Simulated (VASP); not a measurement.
```yaml
crystal:
  lattice:
    - [1.31941, -2.28528, 0.00000]
    - [1.31941, 2.28528, 0.00000]
    - [0.00000, 0.00000, 4.63744]
  atoms:
    - { symbol: Zn, position: [0.33333, 0.66667, 0.25000] }
    - { symbol: Zn, position: [0.66667, 0.33333, 0.75000] }
```

Method: PBEsol GGA with spin-orbit coupling, VASP's PBE PAW potentials (set 64) (plane waves; VASP). Settings: 400 eV cut-off, 14×14×7 Γ-centred mesh, Gaussian smearing of 0.050 eV, potentials Zn.

Question: Predict the energy per atom (σ→0), band gap (over mesh and band path) with the smallest direct gap where there is one.

Answer: 
```yaml
band gap (over mesh and band path): none (metal, semimetal or under 0.01 eV)
energy per atom (σ→0): -1589 meV/atom
```

Total energies compare only between runs with the same potentials, cut-off and functional.

The compound is Zn in the hcp structure. It was relaxed first, which changed the volume by -8 %.
